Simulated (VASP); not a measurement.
Here is a VASP 6.6.1 calculation.

File INCAR:

```
PREC     = Accurate       # precision mode
ENCUT    = 600            # plane-wave cutoff, eV
EDIFF    = 1E-7           # SCF threshold, eV
ISMEAR   = 1              # smearing method
SIGMA    = 0.1            # smearing width, eV
LREAL    = False          # projectors in reciprocal space
LASPH    = True           # aspherical terms in the spheres
NELM     = 80             # most SCF steps
ALGO     = Normal         # electronic algorithm
ISIF     = 3              # what is computed and relaxed
LWAVE    = False          # write WAVECAR
LCHARG   = False          # write CHGCAR
GGA      = PS             # functional
IBRION   = 2              # ionic algorithm
NSW      = 90             # ionic steps
EDIFFG   = -0.005         # ionic threshold
KPAR     = 2
```

Contents of KPOINTS:

```
Automatic mesh
0
Gamma
  15 15 7
```

Contents of POSCAR:

```
Zr                                      
1.0
    3.1855449113      0.0000000000      0.0000000000
   -1.5927724557      2.7587628181     -0.0000000000
   -0.0000000000      0.0000000000      5.1135345967
  Zr            
     2
Direct
     0.3333333332999970    0.6666666667000030    0.2500000000000000
     0.6666666667000030    0.3333333332999970    0.7500000000000000
```

Potentials or basis: VASP PAW PBE potentials, release 64 (Zr_sv).

The run is started by

```bash
$ cat potpaw_PBE.64/Zr_sv/POTCAR > POTCAR
$ mpirun -np 2 vasp_std > vasp.out
```

**Question.** Estimate the band gap on the k mesh.

**Answer.** None (metal or under the smearing width).

**Question.** What does it give for the relaxed volume?

**Answer.** 22.48 Å³/atom.

**Question.** Predict the relaxed cell.

**Answer.** a = 3.186 Å, b = 3.186 Å, c = 5.114 Å, α = 90.00°, β = 90.00°, γ = 120.00°.

Final structure:
```xyz
2
Lattice="3.1860 0.0000 0.0000 -1.5930 2.7592 0.0000 0.0000 0.0000 5.1140" Properties=species:S:1:pos:R:3 pbc="T T T"
Zr    0.0000    1.8395    1.2785
Zr    1.5930    0.9197    3.8355
```

Caveat: the PAW data sets were made with another functional, which shifts forces and pressure a little.
